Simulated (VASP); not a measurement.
A VASP calculation is set up with these files.

### KPOINTS
```
Automatic mesh
0
Gamma
3 6 3
0 0 0
```

POSCAR:
```
Cd2Zn2S4
1
    4.0678426685    -6.9699316272     0.0000000000
    2.0011085017     3.4660213144     0.0000000000
    0.0000000000     0.0000000000     6.5325195462
Zn S Cd
2 4 2
Direct
  0.3267372831   0.3267362831   0.5022141946
  0.1732637169   0.6732637169   0.0022141946
  0.3133560464   0.3133550464   0.8664706016
  0.1866449536   0.6866449536   0.3664706016
  0.8553625992   0.3553625992   0.8877702731
  0.6446364008   0.6446374008   0.3877702731
  0.8416407278   0.3416407278   0.4975449308
  0.6583582722   0.6583592722   0.9975449308
```

### INCAR
```
ALGO  =  Normal
EDIFF  =  1E-6
EDIFFG  =  -0.02
ENCUT  =  400
GGA  =  PE
IBRION  =  2
ISIF  =  3
ISMEAR  =  0
LASPH  =  .True.
LCHARG  =  .False.
LMAXMIX  =  4
LREAL  =  .False.
LWAVE  =  .False.
NELM  =  100
NSW  =  60
PREC  =  Accurate
SIGMA  =  0.05
SYSTEM  =  Cd2Zn2S4
```

POTCAR, in this order: Zn S Cd (PBE.64 set). Program: vasp_std.

Write an equivalent input for Ansatz.

One equivalent input (not run):
Ansatz 0.2 input:
```yaml
crystal:
  lattice:
    - [4.0678427, -6.9699316, 0.0000000]
    - [2.0011085, 3.4660213, 0.0000000]
    - [0.0000000, 0.0000000, 6.5325195]
  atoms:
    - { symbol: Zn, position: [0.3267373, 0.3267363, 0.5022142] }
    - { symbol: Zn, position: [0.1732637, 0.6732637, 0.0022142] }
    - { symbol: S, position: [0.3133560, 0.3133550, 0.8664706] }
    - { symbol: S, position: [0.1866450, 0.6866450, 0.3664706] }
    - { symbol: S, position: [0.8553626, 0.3553626, 0.8877703] }
    - { symbol: S, position: [0.6446364, 0.6446374, 0.3877703] }
    - { symbol: Cd, position: [0.8416407, 0.3416407, 0.4975449] }
    - { symbol: Cd, position: [0.6583583, 0.6583593, 0.9975449] }
kpoints:
  mp_grid: { grid: [3, 6, 3] }
hamiltonian:
  xc: pbe
  pseudopotentials: { kind: paw }
scf:
  occupations: { method: gaussian, width: 0.05 }
  max_iter: 100
relax:
  max_steps: 60
  f_tol: 0.02
  cell: {}
output: { forces: true, stress: true, eigenvalues: true }
```
Limits of the translation: each code has its own PAW files, so the cut-off isn't converted (ENCUT is set for VASP's; basis.ecutwfc is left out, and Ansatz then takes the one that its files recommend); Ansatz stops its SCF on the density residual and VASP on the energy change (EDIFF).

The structure was generated: Cd2Zn2S4 was put into an ordered model structure (Pmn2_1), which need not be its known phase. This run relaxes it. Symmetry was kept, so distortions that lower it aren't found. The start is the result of an earlier pass.
